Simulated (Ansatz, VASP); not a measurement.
# Ga24Si31N24O62 (amorphous SiO2 against GaN(10-10), 14.0 A): VASP beside Ansatz, part 2 of 2

One calculation is typed for both programs; each brings its own data sets. How far apart do they land? The cell is taken from a series of runs on this material, whose earlier steps may have relaxed, scaled, displaced or heated it; both programs get it as it stands.

VASP 6.6.1 and Ansatz 0.2.0.

So far. Step 2 (VASP: single point, PBE): The run ends at a pressure of 0.27 GPa, with forces up to 1.8 eV/Å.

## Step 3: Ansatz: single point, PBE

Level of this step: Ansatz beside VASP: Kohn-Sham DFT, plane waves, PBE (Ansatz).

Ansatz runs on its default PAW (the set named soft_2) files.

The same cell, functional, mesh and smearing now go to Ansatz, which takes its cutoff from its data sets.

input.yaml

```yaml
crystal:
  lattice:
    - [10.46, 0.0, 0.0]
    - [0.0, 9.63, 0.0]
    - [0.0, 0.0, 19.44929]
  atoms:
    - { symbol: Ga, position: [0.02016, 0.99376, 0.20221] }
    - { symbol: "N", position: [0.09058, 0.98533, 0.02693] }
    - { symbol: Ga, position: [0.27237, 0.97134, 0.03255] }
    - { symbol: "N", position: [0.35063, 0.98589, 0.19938] }
    - { symbol: Ga, position: [0.02308, 0.15324, 0.06833] }
    - { symbol: "N", position: [0.08807, 0.16124, 0.16993] }
    - { symbol: Ga, position: [0.27582, 0.15224, 0.16851] }
    - { symbol: "N", position: [0.32371, 0.15003, 0.07227] }
    - { symbol: Ga, position: [0.01994, 0.33376, 0.21651] }
    - { symbol: "N", position: [0.07969, 0.32037, 0.02542] }
    - { symbol: Ga, position: [0.25892, 0.31458, 0.02655] }
    - { symbol: "N", position: [0.33649, 0.31922, 0.22357] }
    - { symbol: Ga, position: [0.01064, 0.48303, 0.06664] }
    - { symbol: "N", position: [0.08169, 0.49567, 0.1623] }
    - { symbol: Ga, position: [0.26475, 0.48598, 0.17485] }
    - { symbol: "N", position: [0.32227, 0.48188, 0.07662] }
    - { symbol: Ga, position: [0.00915, 0.65575, 0.20587] }
    - { symbol: "N", position: [0.06875, 0.64905, 0.00669] }
    - { symbol: Ga, position: [0.25162, 0.64547, 0.0305] }
    - { symbol: "N", position: [0.30703, 0.64952, 0.23577] }
    - { symbol: Ga, position: [0.01302, 0.82485, 0.06168] }
    - { symbol: "N", position: [0.07845, 0.8232, 0.1657] }
    - { symbol: Ga, position: [0.26612, 0.82022, 0.17687] }
    - { symbol: "N", position: [0.32025, 0.79975, 0.08331] }
    - { symbol: Ga, position: [0.52643, 0.01028, 0.18756] }
    - { symbol: "N", position: [0.58112, 0.0106, 0.07795] }
    - { symbol: Ga, position: [0.75431, 0.00586, 0.05083] }
    - { symbol: "N", position: [0.84272, 0.99698, 0.22579] }
    - { symbol: Ga, position: [0.49541, 0.16616, 0.0358] }
    - { symbol: "N", position: [0.60088, 0.17824, 0.21116] }
    - { symbol: Ga, position: [0.77535, 0.17722, 0.18689] }
    - { symbol: "N", position: [0.83784, 0.15883, 0.09083] }
    - { symbol: Ga, position: [0.52866, 0.35015, 0.22427] }
    - { symbol: "N", position: [0.58592, 0.32959, 0.0403] }
    - { symbol: Ga, position: [0.76319, 0.31848, 0.03916] }
    - { symbol: "N", position: [0.84278, 0.34695, 0.21356] }
    - { symbol: Ga, position: [0.50916, 0.49464, 0.06789] }
    - { symbol: "N", position: [0.57195, 0.50606, 0.16174] }
    - { symbol: Ga, position: [0.76444, 0.50095, 0.16948] }
    - { symbol: "N", position: [0.82436, 0.49676, 0.07041] }
    - { symbol: Ga, position: [0.51579, 0.65278, 0.22622] }
    - { symbol: "N", position: [0.56979, 0.67461, 0.01907] }
    - { symbol: Ga, position: [0.76166, 0.66001, 0.01978] }
    - { symbol: "N", position: [0.83275, 0.66322, 0.2103] }
    - { symbol: Ga, position: [0.50825, 0.8267, 0.07904] }
    - { symbol: "N", position: [0.58078, 0.81471, 0.17926] }
    - { symbol: Ga, position: [0.76721, 0.82479, 0.174] }
    - { symbol: "N", position: [0.82461, 0.82724, 0.07137] }
    - { symbol: Si, position: [0.82031, 0.989, 0.31444] }
    - { symbol: Si, position: [0.25971, 0.28591, 0.30347] }
    - { symbol: Si, position: [0.36796, 0.29439, 0.87373] }
    - { symbol: Si, position: [0.59825, 0.21605, 0.78185] }
    - { symbol: Si, position: [0.26983, 0.07239, 0.5056] }
    - { symbol: Si, position: [0.7642, 0.96591, 0.78979] }
    - { symbol: Si, position: [0.47947, 0.44566, 0.70517] }
    - { symbol: Si, position: [0.81222, 0.1961, 0.88061] }
    - { symbol: Si, position: [0.22303, 0.67387, 0.314] }
    - { symbol: Si, position: [0.4495, 0.60245, 0.8279] }
    - { symbol: Si, position: [0.37486, 0.47337, 0.41801] }
    - { symbol: Si, position: [0.19197, 0.3747, 0.53326] }
    - { symbol: Si, position: [0.07394, 0.34446, 0.83774] }
    - { symbol: Si, position: [0.23484, 0.71924, 0.73207] }
    - { symbol: Si, position: [0.25675, 0.79712, 0.57272] }
    - { symbol: Si, position: [0.02445, 0.62133, 0.51003] }
    - { symbol: Si, position: [0.18294, 0.42579, 0.69846] }
    - { symbol: Si, position: [0.93141, 0.70439, 0.36231] }
    - { symbol: Si, position: [0.45797, 0.6927, 0.6182] }
    - { symbol: Si, position: [0.7144, 0.77301, 0.68155] }
    - { symbol: Si, position: [0.57013, 0.87577, 0.37894] }
    - { symbol: Si, position: [0.83811, 0.5174, 0.61569] }
    - { symbol: Si, position: [0.75213, 0.24875, 0.40114] }
    - { symbol: Si, position: [0.46894, 0.74256, 0.95233] }
    - { symbol: Si, position: [0.78469, 0.22856, 0.55337] }
    - { symbol: Si, position: [0.88054, 0.96689, 0.58186] }
    - { symbol: Si, position: [0.28543, 0.97798, 0.35645] }
    - { symbol: Si, position: [0.64252, 0.54801, 0.36434] }
    - { symbol: Si, position: [0.03877, 0.87584, 0.80973] }
    - { symbol: Si, position: [0.99893, 0.62867, 0.9238] }
    - { symbol: Si, position: [0.56842, 0.08431, 0.48491] }
    - { symbol: O, position: [0.23476, 0.98928, 0.4358] }
    - { symbol: O, position: [0.71236, 0.81349, 0.76318] }
    - { symbol: O, position: [0.59438, 0.92271, 0.46024] }
    - { symbol: O, position: [0.7659, 0.37523, 0.59549] }
    - { symbol: O, position: [0.61127, 0.18144, 0.42051] }
    - { symbol: O, position: [0.14656, 0.59248, 0.70626] }
    - { symbol: O, position: [0.47534, 0.52757, 0.63002] }
    - { symbol: O, position: [0.42103, 0.11121, 0.50708] }
    - { symbol: O, position: [0.56683, 0.71289, 0.36316] }
    - { symbol: O, position: [0.935, 0.89924, 0.51698] }
    - { symbol: O, position: [0.57006, 0.31007, 0.71262] }
    - { symbol: O, position: [0.92088, 0.86993, 0.34205] }
    - { symbol: O, position: [0.11978, 0.35538, 0.29589] }
    - { symbol: O, position: [0.13654, 0.70175, 0.5553] }
    - { symbol: O, position: [0.21677, 0.84297, 0.32254] }
    - { symbol: O, position: [0.43817, 0.90496, 0.97243] }
    - { symbol: O, position: [0.70606, 0.28311, 0.83387] }
    - { symbol: O, position: [0.56957, 0.50991, 0.28839] }
    - { symbol: O, position: [0.52826, 0.4982, 0.42463] }
    - { symbol: O, position: [0.03104, 0.7655, 0.87051] }
    - { symbol: O, position: [0.53174, 0.70847, 0.87573] }
    - { symbol: O, position: [0.67431, 0.93992, 0.32562] }
    - { symbol: O, position: [0.3249, 0.68755, 0.79624] }
    - { symbol: O, position: [0.77681, 0.02614, 0.86837] }
    - { symbol: O, position: [0.18051, 0.38524, 0.61765] }
    - { symbol: O, position: [0.28793, 0.59975, 0.38107] }
    - { symbol: O, position: [0.88664, 0.13287, 0.59753] }
    - { symbol: O, position: [0.72718, 0.39604, 0.36672] }
    - { symbol: O, position: [0.53143, 0.56471, 0.75828] }
    - { symbol: O, position: [0.31682, 0.76085, 0.65835] }
    - { symbol: O, position: [0.3441, 0.33783, 0.36936] }
    - { symbol: O, position: [0.83053, 0.26136, 0.47528] }
    - { symbol: O, position: [0.79909, 0.2155, 0.96117] }
    - { symbol: O, position: [0.46248, 0.19724, 0.82439] }
    - { symbol: O, position: [0.95695, 0.2365, 0.85366] }
    - { symbol: O, position: [0.84597, 0.63388, 0.9365] }
    - { symbol: O, position: [0.57395, 0.78728, 0.64473] }
    - { symbol: O, position: [0.66663, 0.07432, 0.75102] }
    - { symbol: O, position: [0.41418, 0.45509, 0.86306] }
    - { symbol: O, position: [0.76257, 0.61207, 0.67102] }
    - { symbol: O, position: [0.80888, 0.88236, 0.64221] }
    - { symbol: O, position: [0.00732, 0.68359, 0.43456] }
    - { symbol: O, position: [0.33147, 0.404, 0.72294] }
    - { symbol: O, position: [0.31815, 0.44301, 0.4961] }
    - { symbol: O, position: [0.92079, 0.95028, 0.77188] }
    - { symbol: O, position: [0.14613, 0.85304, 0.7506] }
    - { symbol: O, position: [0.33611, 0.65378, 0.94909] }
    - { symbol: O, position: [0.04905, 0.49421, 0.87712] }
    - { symbol: O, position: [0.24406, 0.11692, 0.31455] }
    - { symbol: O, position: [0.23936, 0.96193, 0.56898] }
    - { symbol: O, position: [0.08315, 0.35433, 0.75221] }
    - { symbol: O, position: [0.89044, 0.61492, 0.55446] }
    - { symbol: O, position: [0.79225, 0.63332, 0.36353] }
    - { symbol: O, position: [0.39523, 0.73745, 0.54383] }
    - { symbol: O, position: [0.65619, 0.12942, 0.55182] }
    - { symbol: O, position: [0.83514, 0.14177, 0.35136] }
    - { symbol: O, position: [0.438, 0.95183, 0.3551] }
    - { symbol: O, position: [0.05705, 0.646, 0.30779] }
    - { symbol: O, position: [0.06853, 0.45867, 0.50363] }
    - { symbol: O, position: [0.21358, 0.28066, 0.85875] }
    - { symbol: O, position: [0.18357, 0.20985, 0.51538] }
    - { symbol: O, position: [0.37964, 0.25071, 0.95416] }
kpoints:
  mp_grid: { grid: [1, 1, 1] }
hamiltonian:
  xc: pbe
scf:
  occupations: { method: fermi_dirac, width: 0.025 }
output:
  forces: true
```

On the command line:

```sh
> ansatz run input.yaml --threads 8 --pin off --max-ram 15872MiB --backend cpu --events-out ev --progress --plain --runs-dir out
```

Numbers of over 12 decimals in the logs are rounded to 6 here.

The log of the run:

```text
Engine: ansatz 0.2.0, aarch64-unknown-linux-gnu
Pseudopotentials: kind: paw
Pseudopotential: Ga, paw, valence charge 13, recommended cutoff 420 eV (normal), Ga.paw.azcp
Pseudopotential: N, paw, valence charge 5, recommended cutoff 420 eV (normal), N.paw.azcp
Pseudopotential: Si, paw, valence charge 4, recommended cutoff 420 eV (normal), Si.paw.azcp
Pseudopotential: O, paw, valence charge 6, recommended cutoff 420 eV (normal), O.paw.azcp
Functional definition: PBE
  parameter kappa = 0.804
  parameter beta = 0.066725
  exchange = pbe_x(kappa = kappa, mu = beta*pi^2/3)
  correlation = pbe_c(beta = beta)
Crystal: 141 atoms, lattice volume = 1959.123 Å³
Basis set: ecut = 420 eV, 38335 PW (Γ), exchange–correlation on 144×144×270 points (8 copies of the dense FFT grid, shifted against one another)
Bands: 605, of which v1, the nominal top of the filled ones, is band 464 counted from 1 (463 counted from 0)
Symmetry: 1 space group operations
Space group: P1 (ITA 1), of the structure as read, at distance tolerance 1.3e-4 Å
k-points: 1
Non-local potential: Ga, projectors of the file, l = 0: 2, l = 1: 2, l = 2: 3, l = 3: 1
Non-local potential: N, projectors of the file, l = 0: 2, l = 1: 2, l = 2: 1
Non-local potential: Si, projectors of the file, l = 0: 2, l = 1: 2, l = 2: 2
Non-local potential: O, projectors of the file, l = 0: 2, l = 1: 2, l = 2: 1
PAW form: soft (Blöchl's): semilocal exchange-correlation on the pseudo side does not see the compensation charge
PAW one-centre angular grid: Ga, 590 points (default); XC on 64 Gauss nodes
PAW one-centre angular grid: N, 110 points (default); XC on 64 Gauss nodes
PAW one-centre angular grid: Si, 110 points (default); XC on 64 Gauss nodes
PAW one-centre angular grid: O, 110 points (default); XC on 64 Gauss nodes
Initial density: superposition of atomic densities (neutral atoms: chi_scale 0, normalization atom), corrected by the library's trained network
Initial wavefunctions: pseudopotential atomic-orbital guess
Functional: x = pbe(κ = 0.804, μ = 0.219515), c = pbe(β = 0.066725)
SCF iter   1: F=—  HF=-154989.041722 eV  |F-HF|=—  |Δ(HF+E_count)|=         —  Δρ=8.04e-3  dr2=9.66e0  ethr=1.77e-3  ⟨swp⟩=6.0  Hψ=2655  notcnv=0  defer=41
preconditioner: auto → LDOS  [insulator: Δε(μ)=0.217 eV  Ē_g=15.990 eV  σ=0.025 eV  W_gap=0.97  n_scr=460 (ndim 8)  ℏωp=25.6 eV  f_vac=0.184  D(μ)=2.08/eV (n_scr^D=2)  ε∞_Penn≈3.6  β→1.0]
SCF iter   2: F=—  HF=-154992.653046 eV  |F-HF|=—  |Δ(HF+E_count)|=    3.61e0  Δρ=2.46e-2  dr2=5.27e1  ethr=1.04e-3  ⟨swp⟩=3.0  Hψ=905  notcnv=0  defer=133  recentre
SCF iter   3: F=—  HF=-154989.042273 eV  |F-HF|=—  |Δ(HF+E_count)|=    3.61e0  Δρ=1.27e-2  dr2=1.01e1  ethr=1.04e-3  ⟨swp⟩=2.0  Hψ=711  notcnv=0  defer=102
SCF iter   4: F=—  HF=-154988.638585 eV  |F-HF|=—  |Δ(HF+E_count)|=   4.04e-1  Δρ=1.01e-2  dr2=7.12e0  ethr=1.04e-3  ⟨swp⟩=1.0  Hψ=619  notcnv=0  defer=53
automatic band count: iteration 4 solves 538 bands in place of 605: the levels show a gap, and the empty bands left out lie too high to hold charge; the band table lists the bands solved (type scf.n_extra_bands for more)
SCF iter   5: F=—  HF=-154988.519854 eV  |F-HF|=—  |Δ(HF+E_count)|=   1.19e-1  Δρ=1.03e-2  dr2=7.64e0  ethr=7.67e-4  ⟨swp⟩=4.0  Hψ=1206  notcnv=0  defer=73
automatic band count: iteration 5 solves 605 bands in place of 538: the levels no longer show a gap clear of their residuals, so the SCF keeps every band
SCF iter   6: F=—  HF=-154988.420103 eV  |F-HF|=—  |Δ(HF+E_count)|=   9.98e-2  Δρ=4.10e-3  dr2=8.20e-1  ethr=7.67e-4  ⟨swp⟩=1.0  Hψ=696  notcnv=0  defer=75
SCF iter   7: F=—  HF=-154988.433472 eV  |F-HF|=—  |Δ(HF+E_count)|=   1.34e-2  Δρ=6.42e-3  dr2=2.74e0  ethr=8.83e-5  ⟨swp⟩=2.0  Hψ=890  notcnv=0  defer=132  recentre
SCF iter   8: F=—  HF=-154988.399089 eV  |F-HF|=—  |Δ(HF+E_count)|=   3.44e-2  Δρ=4.01e-3  dr2=9.06e-1  ethr=8.83e-5  ⟨swp⟩=2.0  Hψ=544  notcnv=0  defer=132
SCF iter   9: F=—  HF=-154988.389844 eV  |F-HF|=—  |Δ(HF+E_count)|=   9.24e-3  Δρ=1.95e-3  dr2=4.20e-1  ethr=8.83e-5  ⟨swp⟩=2.0  Hψ=529  notcnv=0  defer=132
SCF iter  10: F=—  HF=-154988.394849 eV  |F-HF|=—  |Δ(HF+E_count)|=   5.00e-3  Δρ=3.63e-3  dr2=1.12e0  ethr=4.53e-5  ⟨swp⟩=2.0  Hψ=547  notcnv=0  defer=132  recentre
SCF iter  11: F=—  HF=-154988.385524 eV  |F-HF|=—  |Δ(HF+E_count)|=   9.32e-3  Δρ=1.44e-3  dr2=8.70e-2  ethr=4.53e-5  ⟨swp⟩=1.0  Hψ=696  notcnv=0  defer=132
SCF iter  12: F=—  HF=-154988.384597 eV  |F-HF|=—  |Δ(HF+E_count)|=   9.27e-4  Δρ=7.74e-4  dr2=2.02e-2  ethr=9.37e-6  ⟨swp⟩=2.0  Hψ=474  notcnv=0  defer=132
SCF iter  13: F=—  HF=-154988.383851 eV  |F-HF|=—  |Δ(HF+E_count)|=   7.46e-4  Δρ=4.87e-4  dr2=1.04e-2  ethr=2.18e-6  ⟨swp⟩=2.0  Hψ=880  notcnv=0  defer=132
SCF iter  14: F=—  HF=-154988.383448 eV  |F-HF|=—  |Δ(HF+E_count)|=   4.03e-4  Δρ=2.44e-4  dr2=2.42e-3  ethr=1.12e-6  ⟨swp⟩=2.0  Hψ=523  notcnv=0  defer=132
[...]
SCF iter  28: F=-154988.385723 eV  HF=-154988.385723 eV  |F-HF|=3.07e-8  |Δ(HF+E_count)|=   6.90e-9  Δρ=1.19e-6  dr2=4.98e-8  ethr=1.08e-11  ⟨swp⟩=4.0  Hψ=1543  notcnv=0
SCF 1 converged in 28 iterations: F = -154988.385723 eV  dr2 = 4.98e-8
  greatest PAW one-centre occupation: 0.996 electrons in one spin orbital (limit 2), on the Ga atom at site 44 (counted from 0), in its partial waves of l = 2
SCF converged after 28 iterations
Free energy (F): -154988.385723 eV
Harris-Foulkes:  -154988.385723 eV  (|F-HF|=3.07e-8)
Internal energy: -154988.284577 eV  (E = F + TS)
E sigma→0 (E₀):  -154988.335150 eV
Entropy (-TS):   -0.101146 eV (-0.717 meV/atom)
Fermi energy:    5.654825 eV
--- Per-component energies (eV) ---
  E_band       = -3997.032429
  E_kinetic    = 18301.849759
  E_local      = -175195.276363  (includes V_loc(G=0)·N_el)
  E_nonlocal   = 15101.523084
  E_hartree    = 80589.422306
  E_xc         = -9390.049106
  E_vxc        = -10524.846463  (∫ρ·V_xc dr)
  E_paw        = -76641.260487  (= ΣΔE_a)
  E_vpaw       = -12859.314566  (= ΣTr[D̂ρ^β])
  E_aug_tail   = 0.157342  (compensation charges beyond the density's cutoff)
  E_ewald      = -7754.651113
  E_smearing   = -0.101146  (= −TS)
  E_closure    = -0.000000  (closes the sum)
  Σ components = -154988.385723   (vs F -154988.385723, Δ=0.00e0)
--- Forces (eV/Å), atoms counted from 1 ---
  atom   1  Ga     0.05446701    -0.00385109    -0.58227091
  atom   2  N      0.01783017    -0.01573574    -0.23319706
  atom   3  Ga    -0.16403774    -0.15199137     0.35318529
  atom   4  N     -0.27698845     0.20491167     0.31873371
  atom   5  Ga     0.13282840     0.24211089    -0.14060216
  atom   6  N      0.03253209     0.14309961     0.45428619
  atom   7  Ga     0.02296929    -0.02795222    -0.00282653
  atom   8  N      0.22443376    -0.05947613    -0.32885282
  atom   9  Ga     0.20955219     0.01547090    -0.42842544
  atom  10  N     -0.11725350     0.05069587    -0.03858594
  atom  11  Ga    -0.37148970     0.06221259     0.57327604
  atom  12  N      0.12886776     0.00155610     0.22556523
  atom  13  Ga     0.11353169    -0.29477621     0.06965636
  atom  14  N      0.04006942     0.10756430     0.02555942
  atom  15  Ga     0.13400740    -0.23606209    -0.35058037
  atom  16  N      0.03088689     0.06875704    -0.16202789
  atom  17  Ga    -0.51169249    -0.05404926    -0.34625844
  atom  18  N      0.00163840     0.13000564     0.10606020
  atom  19  Ga    -0.00361074    -0.27612692     0.49720960
  atom  20  N      0.13268205     0.11953976     0.00175943
  atom  21  Ga    -0.05001092     0.03220304     0.02673408
  atom  22  N      0.13638221    -0.05982344     0.18447461
  atom  23  Ga    -0.08881401     0.01701237    -0.11759451
  atom  24  N      0.14128173     0.10142603    -0.14403610
[...]
atom 134  O      0.08368531    -0.11840392     0.20726552
  atom 135  O      0.01047545     0.09035066     0.44872163
  atom 136  O     -0.07075543     0.07467128     0.39324607
  atom 137  O      0.22562584     0.15856188     0.37312510
  atom 138  O      0.09483360    -0.04293995     0.11507221
  atom 139  O     -0.01598112     0.00032135    -0.41800739
  atom 140  O     -0.01472841    -0.04994282     0.18738931
  atom 141  O     -0.02105785     0.17098574    -0.82956445
  max |Σ_I F_I| component: 1.04e-4 eV/Å
```

## Step 4: Differences

Known differences besides the potentials themselves: the cutoff is 420 eV in Ansatz and 520 eV in VASP (PREC = Accurate, projectors in real space). Total energies have different zeros and are not compared.

Forces on 10 of the 141 atoms, those with the largest forces and the largest differences (eV/Å; atoms numbered as in POSCAR):

| atom | Ansatz x, y, z | VASP x, y, z |
| --- | --- | --- |
| Si58 | 0.113, 0.101, 1.093 | 0.097, 0.118, 1.105 |
| Si66 | -0.146, -0.080, -1.038 | -0.095, -0.082, -1.029 |
| Si70 | 1.535, -0.528, 0.725 | 1.563, -0.562, 0.790 |
| Si74 | -0.214, -0.185, -0.280 | -0.252, -0.160, -0.141 |
| Si75 | 0.217, 0.065, -0.999 | 0.178, 0.064, -1.018 |
| Si78 | -0.357, -0.082, 0.983 | -0.271, -0.054, 0.952 |
| O89 | 0.130, 0.141, 0.314 | 0.201, 0.060, 0.164 |
| O97 | 0.112, -0.021, 0.994 | 0.103, -0.037, 1.000 |
| O99 | 0.105, 0.285, -0.642 | 0.092, 0.203, -0.582 |
| O112 | 0.060, -0.328, -1.190 | 0.051, -0.315, -1.119 |

The forces differ by 26 meV/Å r.m.s., which is 8.0 % of the r.m.s. force of 0.330 eV/Å (both taken over all components).

## Step 5: What came out

| Item | Value |
| --- | --- |
| r.m.s. force difference (single point, PBE) | 8.0 % of the r.m.s. force |

The r.m.s. force difference is 8.0 % of the r.m.s. force (single point, PBE), beyond the 3 % picked in this series as the mark of a large difference. What causes the difference of the single point, PBE pair stays open here. How closely two codes agree says nothing of how well the functional describes the real material.

[Lines on the potential files, build, host, timing and source positions are cut from VASP's logs without a mark.]

[Logs are printed without paths, hosts, clocks, repeated set-up lines and the standing remarks that a program may print on its own settings, such as how far it seeks lower states.]

[Hosts, paths, dates, database ids (printed as entryN), source tags and the programs' standing remarks are cut or masked in the printed files.]
